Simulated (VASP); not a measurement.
The system is ZnH.

```
Zn H
1.0
     0.00000    2.21594    2.21594
     2.21594    0.00000    2.21594
     2.21594    2.21594    0.00000
Zn H
1 1
Direct
  0.00000 0.00000 0.00000
  0.25000 0.25000 0.25000
```

The cell was built by a generator and needn't be a form met in nature.

Base run:

- Program: VASP 6.6.1
- Functional: revPBE
- Potentials or basis: VASP PAW PBE potentials, release 64 (Zn, H)
- Cutoff: 520 eV
- k mesh: 10 × 10 × 10
- Occupations: fermi-dirac, width 0.05 eV
- Spin: no spin polarisation

Its results: pressure 1.8 GPa.

The run is repeated on the same cell with these changes: functional from revPBE to SCAN. What comes out?

Pressure -3.5 GPa.

Caveats: the PAW data sets were made with another functional, which shifts forces and pressure a little.

Not every run made on this cell is shown here.
